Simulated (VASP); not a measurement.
An input for Quantum ESPRESSO's pw.x (written as the equivalent of a VASP run, and not itself run):

```
&CONTROL
  calculation = 'vc-relax'
  pseudo_dir = './pseudo'
  outdir = './out'
  tprnfor = .true.
  tstress = .true.
  nstep = 60
  forc_conv_thr = 0.00078
/
&SYSTEM
  ibrav = 0
  nat = 3
  ntyp = 2
  ecutwfc = 98
  occupations = 'smearing'
  smearing = 'methfessel-paxton'
  degauss = 0.00735
  input_dft = 'pbe'
/
&ELECTRONS
  conv_thr = 7.3e-08
  electron_maxstep = 100
/
&IONS
/
&CELL
/
ATOMIC_SPECIES
  Si 28.085 Si.upf
  Ni 58.693 Ni.upf
CELL_PARAMETERS angstrom
     0.0000000    2.7050000    2.7050000
     2.7050000    0.0000000    2.7050000
     2.7050000    2.7050000    0.0000000
ATOMIC_POSITIONS crystal
  Si   0.2500000  0.2500000  0.2500000
  Si   0.7500000  0.7500000  0.7500000
  Ni   0.0000000  0.0000000  0.0000000
K_POINTS automatic
  9 9 9 0 0 0
```

**Question.** Translate this input to VASP (INCAR, KPOINTS, POSCAR, choice of POTCAR).

**Answer.** Several could match; the one computed here: 
### KPOINTS
```
K-points
0
Gamma
 9 9 9
0 0 0
```

**POSCAR**
```
NiSi2
1.0
  0.0000000000   2.7050000000   2.7050000000
  2.7050000000   0.0000000000   2.7050000000
  2.7050000000   2.7050000000   0.0000000000
Si Ni
2 1
Direct
  0.2500000000   0.2500000000   0.2500000000
  0.7500000000   0.7500000000   0.7500000000
  0.0000000000   0.0000000000   0.0000000000
```

INCAR:
```
SYSTEM = NiSi2
PREC = Accurate; ENCUT = 400; LREAL = .FALSE.
LASPH = .TRUE.
EDIFF = 1E-6; NELM = 100; ALGO = Normal
LMAXMIX = 4
ISMEAR = 1; SIGMA = 0.1
GGA = PE
IBRION = 2; NSW = 60; ISIF = 3
EDIFFG = -0.02
LWAVE = .FALSE.; LCHARG = .FALSE.
```

POTCAR, in this order: Si Ni (PBE.64 set). Program: vasp_std.

Limits of the translation: the potentials are each code's own (VASP's PAW set, PseudoDojo norm-conserving files in pw.x), so ENCUT and ecutwfc are chosen apart and not converted; conv_thr bounds pw.x's estimated SCF error, while EDIFF bounds the energy change between steps; forc_conv_thr acts on force components and is met together with etot_conv_thr.

The compound is NiSi2 in the fluorite structure. This run relaxes it. Symmetry was kept, so distortions that lower it aren't found. The start is the result of an earlier pass.
